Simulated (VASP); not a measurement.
Method: PBE GGA, VASP's PBE PAW potentials (set 64) (plane waves; VASP).

VASP input:

**POSCAR**
```
Co
1
    1.2801000000    -2.2171980000     0.0000000000
    1.2801000000     2.2171980000     0.0000000000
    0.0000000000     0.0000000000     4.1514000000
Co
2
Direct
  0.3333330000   0.6666670000   0.2500000000
  0.6666670000   0.3333330000   0.7500000000
```

**INCAR**
```
! general
SYSTEM  = Co
PREC    = Accurate
ENCUT   = 400
LREAL   = .FALSE.
LASPH   = .TRUE.

! electronic loop
EDIFF   = 1E-6
NELM    = 100
ALGO    = Normal
IMIX    = 1
AMIX    = 1.0
BMIX    = 3.0
LMAXMIX = 4

! smearing
ISMEAR  = 1
SIGMA   = 0.1

! functional
GGA     = PE

! spin
ISPIN   = 2
MAGMOM  = 2*1.8

! ions
ISIF    = 2

! output
LWAVE   = .FALSE.
LCHARG  = .FALSE.
LORBIT  = 10
```

### KPOINTS
```
Automatic mesh
0
Gamma
15 15 8
0 0 0
```

POTCAR, in this order: Co (PBE.64 set). Program: vasp_std.

What VASP printed:

### OSZICAR
```
       N       E                     dE             d eps       ncg     rms          rms(c)
DAV:   1     0.705493014912E+02    0.70549E+02   -0.70519E+03  8244   0.129E+03
DAV:   2    -0.142925747167E+02   -0.84842E+02   -0.78652E+02  8128   0.237E+02
DAV:   3    -0.160890186546E+02   -0.17964E+01   -0.17568E+01  9829   0.482E+01
DAV:   4    -0.161166311373E+02   -0.27612E-01   -0.27607E-01 11722   0.452E+00
DAV:   5    -0.161168073085E+02   -0.17617E-03   -0.17617E-03 10027   0.348E-01    0.139E+01
DAV:   6    -0.207718690654E+02   -0.46551E+01   -0.54079E+01  8289   0.144E+02    0.225E+01
DAV:   7    -0.380288919493E+02   -0.17257E+02   -0.24550E+02  8247   0.232E+02    0.445E+01
DAV:   8    -0.464355593686E+03   -0.42633E+03   -0.12570E+03  8961   0.740E+02    0.215E+02
DAV:   9     0.226984373284E+03    0.69134E+03   -0.39671E+03  9122   0.495E+02    0.421E+02
DAV:  10     0.223290497356E+04    0.20059E+04   -0.22849E+03  8526   0.428E+02    0.112E+03
```

stdout:
```
 POSCAR found type information on POSCAR Co
 POSCAR found :  1 types and       2 ions
 Reading from existing POTCAR
 Reading from existing POTCAR
 LDA part: xc-table for (Slater+PW92), standard interpolation
 POSCAR, INCAR and KPOINTS ok, starting setup
 WAVECAR not read
 entering main loop
       N       E                     dE             d eps       ncg     rms          rms(c)
DAV:   1     0.705493014912E+02    0.70549E+02   -0.70519E+03  8244   0.129E+03
DAV:   2    -0.142925747167E+02   -0.84842E+02   -0.78652E+02  8128   0.237E+02
DAV:   3    -0.160890186546E+02   -0.17964E+01   -0.17568E+01  9829   0.482E+01
DAV:   4    -0.161166311373E+02   -0.27612E-01   -0.27607E-01 11722   0.452E+00
DAV:   5    -0.161168073085E+02   -0.17617E-03   -0.17617E-03 10027   0.348E-01    0.139E+01
DAV:   6    -0.207718690654E+02   -0.46551E+01   -0.54079E+01  8289   0.144E+02    0.225E+01
DAV:   7    -0.380288919493E+02   -0.17257E+02   -0.24550E+02  8247   0.232E+02    0.445E+01
DAV:   8    -0.464355593686E+03   -0.42633E+03   -0.12570E+03  8961   0.740E+02    0.215E+02
DAV:   9     0.226984373284E+03    0.69134E+03   -0.39671E+03  9122   0.495E+02    0.421E+02
DAV:  10     0.223290497356E+04    0.20059E+04   -0.22849E+03  8526   0.428E+02    0.112E+03

 -----------------------------------------------------------------------------
|                     _     ____    _    _    _____     _                     |
|                    | |   |  _ \  | |  | |  / ____|   | |                    |
|                    | |   | |_) | | |  | | | |  __    | |                    |
|                    |_|   |  _ <  | |  | | | | |_ |   |_|                    |
|                     _    | |_) | | |__| | | |__| |    _                     |
|                    (_)   |____/   \____/   \_____|   (_)                    |
|                                                                             |
|                                                                             |
|      internal error in RAD_INT: RHOPS /= RHOAE                              |
|                                                                             |
|     If you are not a developer, you should not encounter this problem.      |
|     Please submit a bug report.                                             |
|                                                                             |
 -----------------------------------------------------------------------------
```

VASP stops with an error: internal error in RAD_INT: RHOPS /= RHOAE If you are not a developer, you should not encounter this problem. Please submit a bug report.

The compound is Co in the hcp structure. The cell was not relaxed at this level. The run is one of a series of settings (AMIX = 1.0, BMIX = 3.0, IMIX = 1 against the base run), some of them coarse on purpose.
